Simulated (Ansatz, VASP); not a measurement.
# PrHg: VASP beside Ansatz

One calculation is typed for both programs; each brings its own data sets. How far apart do they land? The cell is taken from a series of runs on this material, whose earlier steps may have relaxed, scaled, displaced or heated it; both programs get it as it stands.

Method: plane waves, with VASP 6.6.1 beside it; zone-centre phonons at PBEsol, in Ansatz 0.2.0.

In doubt: a part-filled 4f shell, where there is one, can sit in one of many states, so energies may not be the lowest and differences between runs may mislead; derivatives with an open 4f shell can jump between states, which bears on forces and vibrations.

### 1. Starting point

It takes space group Pm-3m (No. 221, cubic). The conventional cell has a = 3.763 Å, b = 3.763 Å, c = 3.763 Å, α = 90.00°, β = 90.00°, γ = 90.00°. Nearest to Pr lie 8 Hg at 3.26 Å. Hg has 8 Pr at 3.26 Å nearest. Farther neighbours are not listed.

### 2. Ansatz: zone-centre phonons, PBEsol

Ansatz runs on its default PAW (the set named soft_2) files.

Second derivatives magnify differences that forces hide, and they need a tight electronic threshold.

input.yaml

```yaml
crystal:
  lattice:
    - [3.7632115961, 0.0, 0.0]
    - [0.0, 3.7632115961, 0.0]
    - [0.0, 0.0, 3.7632115961]
  atoms:
    - { symbol: Pr, position: [0.5, 0.5, 0.5], spin: 2.56 }
    - { symbol: Hg, position: [0.0, 0.0, 0.0] }
kpoints:
  mp_grid: { grid: [12, 12, 12] }
hamiltonian:
  xc: pbesol
scf:
  occupations: { method: gaussian, width: 0.15 }
output:
  eigenvalues: true
  populations: true
magnetization:
  spin_polarized: true
phonons:
  method: dfpt
  qmesh: [2, 2, 2]
  temperatures: { t_max: 1000, t_step: 50 }
  qpath:
    path:
      - [[0.0, 0.0, 0.0], [0.0, 0.5, 0.0], [0.5, 0.5, 0.0], [0.0, 0.0, 0.0], [0.5, 0.5, 0.5], [0.0, 0.5, 0.0]]
      - [[0.5, 0.5, 0.5], [0.5, 0.5, 0.0]]
    npoints: 10
```

Launch:

```bash
> ansatz run input.yaml --threads 4 --pin off --max-ram 14336MiB --backend cpu --events-out ev --progress --plain --runs-dir out
```

Numbers of over 12 decimals in the logs are rounded to 6 here.

Log:

```text
Pr: projections on atomic orbitals take those of the free atom [Kr 4d10] 4f3 5s2 5p6 5d0 6s2, of charge +0.00 (hamiltonian.pseudopotentials.projection_atoms); the dataset's partial waves leave at most 1.4e-3 of an orbital's norm unspanned inside its sphere
band count auto-derived: 26 (N_el = 33.0; filled up to band 17; 22 by the electrons, moments and atoms)
Engine: ansatz 0.2.0, aarch64-unknown-linux-gnu
Pseudopotentials: kind: paw
Pseudopotential: Pr, paw, valence charge 13, recommended cutoff 420 eV (normal), Pr.paw.azcp
Pseudopotential: Hg, paw, valence charge 20, recommended cutoff 420 eV (normal), Hg.paw.azcp
Functional definition: PBEsol
  exchange = pbesol_x
  correlation = pbesol_c
Crystal: 2 atoms, lattice volume = 53.294 Å³
Basis set: ecut = 420 eV, 1021 PW (Γ), exchange–correlation on 54×54×54 points (8 copies of the dense FFT grid, shifted against one another)
Bands: 26, of which v1, the nominal top of the filled ones, is band 17 counted from 1 (16 counted from 0)
Symmetry: 48 space group operations
Space group: Pm-3m (ITA 221), of the structure as read, at distance tolerance 3.8e-5 Å
Magnetic group: BNS 221.92 (UNI 1594), of the structure as read, at distance tolerance 3.8e-5 Å
k-points: 84 of 1728
Non-local potential: Pr, projectors of the file, l = 0: 3, l = 1: 2, l = 2: 2, l = 3: 3
Non-local potential: Hg, projectors of the file, l = 0: 3, l = 1: 2, l = 2: 2, l = 3: 1
PAW form: soft (Blöchl's): semilocal exchange-correlation on the pseudo side does not see the compensation charge
PAW frozen core: Pr, regenerated for the run's functional, and the local potential with it (the file was generated under x = pbe(κ = 0.804, μ = 0.219515), c = pbe(β = 0.066725))
PAW frozen core: Hg, regenerated for the run's functional, and the local potential with it (the file was generated under x = pbe(κ = 0.804, μ = 0.219515), c = pbe(β = 0.066725))
PAW one-centre angular grid: Pr, 590 points (default); XC on 64 Gauss nodes
PAW one-centre angular grid: Hg, 590 points (default); XC on 64 Gauss nodes
Initial density: superposition of atomic densities (chi_scale 0.1, normalization cell, long waves kept (reshape's long-wave potential 0.00 eV rms))
Starting moments: Σ|m| = 2.56 μB on 1 of 2 sites
Initial wavefunctions: pseudopotential atomic-orbital guess
Functional: x = pbesol(κ = 0.804, μ = 0.123457), c = pbesol(β = 0.046)
SCF 1 converged in 12 iterations: F = -20510.363705 eV  dr2 = 2.40e-8
  greatest PAW one-centre occupation: 1.000 electrons in one spin orbital (limit 2), on the Hg atom at site 1 (counted from 0), in its partial waves of l = 0
Symmetry: 12 space group operations
k-points: 189 of 1728
Initial density: read from a saved state, or passed on in memory by an earlier SCF of this step, an earlier step, the calling program or the single point that the run made first
Starting moments: Σ|m| = 2.56 μB on 1 of 2 sites; this step starts from the density that it was given
Initial wavefunctions: those read from a saved state, or passed on in memory by an earlier step or the calling program
SCF 2 converged in 5 iterations: F = -20510.388863 eV  dr2 = 2.71e-8
SCF 3 converged in 3 iterations: F = -20510.388863 eV  dr2 = 3.21e-9
Symmetry: 4 space group operations
k-points: 476 of 1728
Symmetry: 16 space group operations
k-points: 196 of 1728
Stability of the state it starts from, as read at its close in the collinear treatment: not read negative (lowest Ritz value 0.27 of the free energy's curvature over one without interaction, by its minimisation under the symmetry group of the SCF that read it); nothing settles its magnetic order
iter 1 solved again at ethr=2.89e-8 eV; its pass at ethr=3.10e-3 eV (dr2=9.52e-6 eV) is discarded
SCF iter   1: F=—  HF=-20510.388863 eV  |F-HF|=—  |Δ(HF+E_count)|=         —  Δρ=1.59e-6 (↑1.22e-6 ↓1.59e-6)  dr2=2.68e-9  dr2_m=2.34e-10  M=2.608 μB ∫|m|=2.610 μB  β_m=0.65  ethr=2.89e-8  ⟨swp⟩=3.0  Hψ=66150  notcnv=0
preconditioner: auto → Kerker (q_TF=auto, 2.519 Å⁻¹)  [metal: Δε(μ)=0.001 eV  Ē_g=9.879 eV  σ=0.150 eV  W_gap=0.00  n_scr=18 (ndim 8)  ℏωp=24.4 eV  f_vac=0.000  D(μ)=9.23/eV (n_scr^D=170)]
spin=Collinear: Kerker preconditioning applied to the charge; magnetization (m = ρ↑ − ρ↓) channel mixes plain (no charge-response kernel on spin).
SCF iter   2: F=—  HF=-20510.388863 eV  |F-HF|=—  |Δ(HF+E_count)|=   6.33e-9  Δρ=1.20e-6 (↑1.20e-6 ↓7.51e-7)  dr2=4.05e-10  dr2_m=3.12e-10  M=2.608 μB ∫|m|=2.610 μB  β_m=0.53  ethr=8.11e-12  ⟨swp⟩=2.9  Hψ=17198  notcnv=0
SCF iter   3: F=—  HF=-20510.388863 eV  |F-HF|=—  |Δ(HF+E_count)|=  5.78e-10  Δρ=9.02e-7 (↑9.02e-7 ↓4.38e-7)  dr2=2.12e-10  dr2_m=1.49e-10  M=2.608 μB ∫|m|=2.610 μB  β_m=0.76  ethr=1.23e-12  ⟨swp⟩=2.0  Hψ=14453  notcnv=0
SCF iter   4: F=—  HF=-20510.388863 eV  |F-HF|=—  |Δ(HF+E_count)|=   1.05e-9  Δρ=5.54e-7 (↑5.54e-7 ↓7.59e-8)  dr2=1.94e-10  dr2_m=3.02e-11  M=2.607 μB ∫|m|=2.610 μB  β_m=0.88  ethr=1.00e-12  ⟨swp⟩=2.0  Hψ=15037  notcnv=0
SCF iter   5: F=—  HF=-20510.388863 eV  |F-HF|=—  |Δ(HF+E_count)|=  3.27e-10  Δρ=1.32e-7 (↑1.32e-7 ↓4.96e-8)  dr2=1.60e-11  dr2_m=1.67e-12  M=2.607 μB ∫|m|=2.610 μB  β_m=0.94  ethr=1.00e-12  ⟨swp⟩=2.0  Hψ=15054  notcnv=0
[...]
SCF iter   4: F=—  HF=-20510.388863 eV  |F-HF|=—  |Δ(HF+E_count)|=  8.73e-11  Δρ=4.23e-7 (↑4.23e-7 ↓3.85e-8)  dr2=1.05e-10  dr2_m=1.83e-11  M=2.607 μB ∫|m|=2.610 μB  β_m=0.46  ethr=5.47e-12  ⟨swp⟩=1.0  Hψ=9828  notcnv=0
SCF iter   5: F=—  HF=-20510.388863 eV  |F-HF|=—  |Δ(HF+E_count)|=  7.28e-12  Δρ=2.78e-7 (↑2.78e-7 ↓2.96e-8)  dr2=4.54e-11  dr2_m=7.67e-12  M=2.607 μB ∫|m|=2.610 μB  β_m=0.35  ethr=1.00e-12  ⟨swp⟩=1.0  Hψ=9828  notcnv=0
SCF iter   6: F=—  HF=-20510.388863 eV  |F-HF|=—  |Δ(HF+E_count)|=  7.28e-12  Δρ=1.87e-7 (↑1.87e-7 ↓1.85e-8)  dr2=2.03e-11  dr2_m=3.54e-12  M=2.607 μB ∫|m|=2.610 μB  β_m=0.38  ethr=1.00e-12  ⟨swp⟩=1.0  Hψ=9828  notcnv=0
SCF iter   7: F=-20510.388863 eV  HF=-20510.388863 eV  |F-HF|=1.09e-11  |Δ(HF+E_count)|=  7.28e-12  Δρ=1.02e-7 (↑1.02e-7 ↓8.75e-9)  dr2=5.78e-12  dr2_m=1.09e-12  M=2.607 μB ∫|m|=2.610 μB  ethr=1.00e-12  ⟨swp⟩=1.9  Hψ=12540  notcnv=0
SCF 5 converged in 7 iterations: F = -20510.388863 eV  dr2 = 5.78e-12
phonons: the bands overlap, so this run is a metal and interpolates without the dipole-dipole term. If the crystal is really an insulator or semiconductor, its LO-TO splitting is missing
NSCF: frozen V_eff on 189 k-points
NSCF: frozen V_eff on 476 k-points
DFPT response loops at q = (0, 0, 0) (fractional): preconditioner auto → Kerker (q_TF=auto, 2.519 Å⁻¹) (partly filled bands, converged f_vac=0.000); β = 1.00, the filter's whole step (`scf.mixing.beta` (0.30) is not read by the response loops under this deck's `scf.mixing.preconditioner`; to damp them name `kerker` or `kerker_dos`, under which they read `scf.mixing.beta`, and type it under 1.00, their step now; both keys bind the ground state too); Broyden in place of MSR1
NSCF: frozen V_eff on 1736 k-points
DFPT response loops at q = (0, 0, -0.5) (fractional): mixed as the last ones told, above
NSCF: frozen V_eff on 1736 k-points
DFPT response loops at q = (0, -0.5, -0.5) (fractional): mixed as the last ones told, above
NSCF: frozen V_eff on 952 k-points
DFPT response loops at q = (-0.5, -0.5, -0.5) (fractional): mixed as the last ones told, above
SCF converged after 7 iterations
Magnetization: 2.6075 μB (17.8037 up, 15.1963 down)
Absolute magnetization: 2.6109 μB (∫|ρ↑−ρ↓|, with the PAW one-centre terms)
Spin contamination: 0.0173 ħ² per cell (⟨S²⟩ above its minimum at these occupations)
Per-site moments (μB) at R_I (Å): [(2.325818, 1.344353), (0.040372, 1.344353)]
Free energy (F): -20510.388863 eV
Harris-Foulkes:  -20510.388863 eV  (|F-HF|=1.09e-11)
Internal energy: -20510.285028 eV  (E = F + TS)
E sigma→0 (E₀):  -20510.336945 eV
Entropy (-TS):   -0.103835 eV (-51.917 meV/atom)
Fermi energy:    14.694884 eV
--- Per-component energies (eV) ---
  E_band       = -391.665379
  E_kinetic    = 945.299603
  E_local      = -3311.130702  (includes V_loc(G=0)·N_el)
  E_nonlocal   = 144.620716
  E_hartree    = 1392.296531
  E_xc         = -440.452427
  E_vxc        = -505.902657  (∫ρ·V_xc dr)
  E_paw        = -15354.988862  (= ΣΔE_a)
  E_vpaw       = -449.146286  (= ΣTr[D̂ρ^β])
  E_aug_tail   = 0.000881  (compensation charges beyond the density's cutoff)
  E_ewald      = -3886.554907
  E_core_change = 0.624137  (= ΣΔE_core)
  E_smearing   = -0.103835  (= −TS)
  E_closure    = -0.000000  (closes the sum)
  Σ components = -20510.388863   (vs F -20510.388863, Δ=0.00e0)
--- Band table (eV; the first three rows and the last of 378) ---
  k-point 0 ↑: bands = [... 13 lower, 7.5266, 14.5693, 14.5693, 14.6919, 14.6919, 14.6937, 15.0260, 15.0320, ... 5 higher]
  k-point 1 ↑: bands = [... 13 lower, 7.5290, 14.5544, 14.5747, 14.6775, 14.6928, 14.7220, 15.0274, 15.0300, ... 5 higher]
  k-point 2 ↑: bands = [... 13 lower, 7.7212, 14.5018, 14.5903, 14.6380, 14.6695, 14.7047, 15.0208, 15.0389, ... 5 higher]
  k-point 188 ↓: bands = [... 13 lower, 12.2049, 12.7549, 12.7648, 12.7648, 16.1353, 16.2597, 16.2597, 16.2918, ... 5 higher]
--- Phonons (Γ-DFPT): 2 representative perturbations + reference (Σ response iterations 6) ---
  ASR residual: 3.927e-5 → 0.000e0 eV/Å²; symmetrization residual: 1.471e-5 eV/Å²
  ASR residual per site (eV/Å²): 3.93e-5 2.64e-5
  Γ frequencies (cm⁻¹): 0.00 0.00 0.00 88.31 89.33 89.33
--- Phonons (arbitrary-q DFPT): 4 irreducible q on the 2×2×2 mesh ---
  q = [0.0000, 0.0000, 0.0000] (star 1, of the zone-centre solve; hermiticity 1.22e-5, symmetrization 7.43e-12): -0.00 0.00 0.00 88.31 89.33 89.33
  q = [0.0000, 0.0000, -0.5000] (star 3, 4 solved perturbations in 2688 linear systems a pass and spin channel, the states on 868 of 1728 k-point pairs; hermiticity 3.85e-6, symmetrization 1.39e-12): 59.63 60.09 62.23 74.99 75.75 96.85
  q = [0.0000, -0.5000, -0.5000] (star 3, 4 solved perturbations in 2688 linear systems a pass and spin channel, the states on 868 of 1728 k-point pairs; hermiticity 9.35e-6, symmetrization 5.60e-13): -22.72 -17.40 57.37 60.73 106.04 106.92
  q = [-0.5000, -0.5000, -0.5000] (star 1, 2 solved perturbations on 476 of 1728 k-point pairs; hermiticity 1.20e-13, symmetrization 4.71e-12): 60.76 60.76 60.77 98.20 98.20 99.93
  sum rule: each row above includes the acoustic sum rule's correction from the zone centre's row sums; it moved no ω² by more than (0.31 cm⁻¹)²
  mesh force constants: q→R imaginary residual 2.91e-17; ASR residual 3.927e-5 → 0.000e0 eV/Å²; symmetrization residual 1.776e-15 eV/Å²
  interpolated dispersion: 62 rows × 6 modes
  density of states and harmonic sums: on the 16×16×16 q-mesh, interpolated from the force constants of a 2×2×2 supercell (no non-analytic term)
  largest difference from the sums on the solved wave vectors: F 3.25e-1 eV, S 4.16e-4 and C_V 9.18e-5 eV/K
  zero-point energy: 0.024479 eV/cell   skipped modes (ω ≤ 0): 33, of them read as no rigid motion or as one in doubt: 30 (6.592e-2 modes/cell left out, lowest -22.72 cm⁻¹)   left out of the sums: 1.11e-2 of the cell's modes: C_V's classical limit lies that fraction below 3 k_B per atom; for a crystal, a wire or a layer, F and S can be off by more, and a phonons.interpolated_qmesh denser along its periods is the remedy for the sampling
--- Löwdin populations: 2 sites ---
  site symbol       q [e]    m [muB]
     0     Pr     13.8709     2.5911
     1     Hg     18.9165    -0.0046
  spilling = 0.006441 (of n_electrons = 33.000000)
```

In the SCF lines HF is the Harris–Foulkes energy and dr2 the Hartree energy of the density residual, in eV; the loop may stop once dr2 is under the threshold and the program's other checks hold. Hψ counts applications of the Hamiltonian.

(Part 1 of 2 ends here.)

[Lines on the potential files, build, host, timing and source positions are cut from VASP's logs without a mark.]

[Logs are printed without paths, hosts, clocks, repeated set-up lines and the standing remarks that a program may print on its own settings, such as how far it seeks lower states.]

[Hosts, paths, dates, database ids (printed as entryN), source tags and the programs' standing remarks are cut or masked in the printed files.]
